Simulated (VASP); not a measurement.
Here is the system:

```
TaC
1.0
    3.14196     0.00000     0.00000
    0.00000     4.44340     0.00000
    0.00000     0.00000    24.37002
Ta C
6 6
Direct
  0.00000   0.00000   0.33884
  0.50000   0.50000   0.40331
  0.00000   0.00000   0.46777
  0.50000   0.50000   0.53223
  0.00000   0.00000   0.59669
  0.50000   0.50000   0.66116
  0.50000   0.00000   0.40331
  0.00000   0.50000   0.33884
  0.50000   0.00000   0.53223
  0.00000   0.50000   0.46777
  0.50000   0.00000   0.66116
  0.00000   0.50000   0.59669
```

These are PBEsol GGA, VASP's PBE PAW potentials (set 64) (plane waves; VASP) values and carry that method's errors. Numerical set-up: PREC = Normal, EDIFF = 1E-5, 450 eV cut-off, 9×6×1 Γ-centred mesh, first-order Methfessel-Paxton smearing of 0.10 eV, potentials Ta_pv C.

At this cut-off the stress carries a Pulay error, which pulls relaxed volumes low.

Problem. The ions are relaxed. Give the cell that the relaxation ends in.

Solution. 
```
TaC
1.0
    3.14196     0.00000     0.00000
    0.00000     4.44340     0.00000
    0.00000     0.00000    24.37002
Ta C
6 6
Direct
  0.00000   0.00000   0.34592
  0.50000   0.50000   0.39923
  0.00000   0.00000   0.46659
  0.50000   0.50000   0.53341
  0.00000   0.00000   0.60077
  0.50000   0.50000   0.65408
  0.50000   0.00000   0.40265
  0.00000   0.50000   0.33753
  0.50000   0.00000   0.53218
  0.00000   0.50000   0.46782
  0.50000   0.00000   0.66247
  0.00000   0.50000   0.59735
```

Problem. How much energy does the relaxation gain?

Solution. The energy (σ→0) changes by -69.8 meV/atom, in 8 ionic steps.

| step | E(σ→0) (eV) | max force (eV/Å) | pressure (GPa) | volume (Å³) |
|---|---|---|---|---|
| 1 | -134.1383 | 3.248 | -4.37 | 340.23 |
| 2 | -134.9073 | 1.009 | -1.77 | 340.23 |
| 3 | -134.9126 | 0.780 | -2.03 | 340.23 |
| 4 | -134.9657 | 0.218 | -1.87 | 340.23 |
| 5 | -134.9680 | 0.316 | -1.82 | 340.23 |
| 6 | -134.9755 | 0.079 | -1.84 | 340.23 |
| 7 | -134.9759 | 0.084 | -1.84 | 340.23 |
| 8 | -134.9764 | 0.017 | -1.82 | 340.23 |

The cell is a thin slab with vacuum, built from TaC (rock salt): (110) face.
